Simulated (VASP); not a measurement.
Crystal: SbAs2.

```
Sb As
1.0
     2.20798    1.27478    4.40119
    -2.20798    1.27478    4.40119
     0.00000   -2.54956    4.40119
Sb As
1 2
Direct
  0.00000 0.00000 0.00000
  0.71605 0.71605 0.71605
  0.28395 0.28395 0.28395
```

The cell was built by a generator and needn't be a form met in nature.

```yaml
Program: VASP 6.6.1
Task: relaxation of the atoms
Functional: PBEsol
Potentials_or_basis: VASP PAW PBE potentials, release 64 (Sb, As)
Cutoff: 520 eV
k_mesh: 7 × 7 × 7
Occupations: gaussian, width 0.05 eV
Spin: no spin polarisation
```

At the start: pressure 13.6 GPa; volume 24.78 Å³/atom.

**Question.** Where does the relaxation end?

**Answer.** Over 9 steps the energy falls by 485.6 meV/atom; space group R-3m (No. 166, to 0.05 Å).

The path:
```
step  energy change (eV)  largest force (eV/Å)  pressure (GPa)
   1              0.0000                1.1362           13.59
   2             -0.1188                1.0565           11.80
   3             -0.4622                1.1154            6.85
   4             -1.0824                0.9751            0.45
   5             -0.5368                2.5856            8.91
   6             -1.3665                0.5207           -0.43
   7             -1.4447                0.2810            0.63
   8             -1.4537                0.1429           -0.02
   9             -1.4568                0.0004            0.13
```

Final structure:
```xyz
3
Lattice="2.2080 1.2748 4.4012 -2.2080 1.2748 4.4012 0.0000 -2.5496 4.4012" Properties=species:S:1:pos:R:3 pbc="T T T"
Sb    0.0000    0.0000    0.0000
As    0.0000    0.0000   10.3145
As    0.0000    0.0000    2.8890
```

Caveat: the PAW data sets were made with another functional, which shifts forces and pressure a little.
